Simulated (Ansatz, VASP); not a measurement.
**SbBr in VASP and in Ansatz**

```
Sb Br
1.0
     0.00000    3.34041    3.34041
     3.34041    0.00000    3.34041
     3.34041    3.34041    0.00000
Sb Br
1 1
Direct
  0.00000 0.00000 0.00000
  0.75000 0.75000 0.75000
```

Change from the starting cell: species swapped into the AlAs type (F-43m, No. 216).

Alike in both runs: task single point; functional PBE; k mesh 4 × 4 × 4; occupations gaussian, width 0.1 eV; no spin polarisation.

|  | VASP | Ansatz |
| --- | --- | --- |
| version | VASP 6.6.1 | Ansatz 0.2.0 |
| potentials or method | VASP PAW PBE potentials, release 64 (Sb, Br) | scalar-relativistic, plane waves, PAW |
| plane-wave cutoff (eV) | 520 | 420 |
| valence electrons in the cell | 12 | 22 |

Ansatz gave:

```
gap on the k mesh at the Fermi level (eV) : none
pressure (GPa)                            : 5.2
```

Q: What did VASP give for the same quantities?

A: gap on the k mesh at the Fermi level (eV): none; pressure (GPa): 5.1.

A gap of «none» marks a metal or a gap that the smearing closes. The two sets of potentials don't hold the same shells in valence.

Caveats: the k mesh is coarse (spacing up to 0.41 Å⁻¹), so the values aren't converged. Spin-orbit coupling is left out, which matters for the levels of Sb.
